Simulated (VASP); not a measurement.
Wanted: the native input for a VASP 6.6.1 run.

```yaml
Task: single point
Functional: PBE
Potentials_or_basis: VASP PAW PBE potentials, release 64 (Zr_sv, C)
Cutoff: 520 eV
k_mesh: 6 × 6 × 4
Occupations: gaussian, width 0.1 eV
Spin: no spin polarisation
Dipole_correction: no
Further_INCAR_settings: ALGO = Normal; EDIFF = 1e-06; NBANDS = 29
```

The structure of ZrC2 lies in POSCAR:

```
ZrC2
1.0
    3.2147475156      0.0000000000      0.0000000000
    0.0000000000      3.2147475156      0.0000000000
    0.0000000000      0.0000000000      6.3847318866
Zr C
2 4
Direct
    0.0000000000      0.5000000000      0.7102284973
    0.5000000000      0.0000000000      0.2897715027
    0.0000000000      0.5000000000      0.3426295992
    0.5000000000      0.0000000000      0.6573704008
    0.0000000000      0.0000000000      0.0000000000
    0.5000000000      0.5000000000      0.0000000000
```

The cell was built by a generator and needn't be a form met in nature.

The cell isn't the ideal one: species swapped into the ErTe2 type (P4/nmm, No. 129).

The input as run:

INCAR

```
ALGO     = Normal         # electronic algorithm
EDIFF    = 1E-6           # SCF threshold, eV
ENCUT    = 520            # plane-wave cutoff, eV
GGA      = PE             # functional
ISIF     = 2              # what is computed and relaxed
ISMEAR   = 0              # smearing method
LASPH    = T              # aspherical terms in the spheres
LCHARG   = F              # write CHGCAR
LREAL    = F              # projectors in reciprocal space
LWAVE    = F              # write WAVECAR
NBANDS   = 29             # bands
NELM     = 100            # most SCF steps
PREC     = Accurate       # precision mode
SIGMA    = 0.1            # smearing width, eV
```

KPOINTS

```
k-points
0
Gamma
  6 6 4
```

Potentials or basis: VASP PAW PBE potentials, release 64 (Zr_sv, C).

Command:

```console
$ cat potpaw_PBE.64/Zr_sv/POTCAR potpaw_PBE.64/C/POTCAR > POTCAR
$ mpirun -np 1 vasp_std > vasp.out
```

Results of the run:

```json
{
 "Pressure": "0.2 GPa",
 "Largest force": "0.013 eV/Å",
 "Band gap on the k mesh": "none (metal or under the smearing width)"
}
```

Wall time 38 s on 1 thread of Intel(R) Xeon(R) Platinum 8259CL CPU @ 2.50GHz (Skylake/Cascade Lake), with other jobs on the host, peak memory 0.19 GiB.
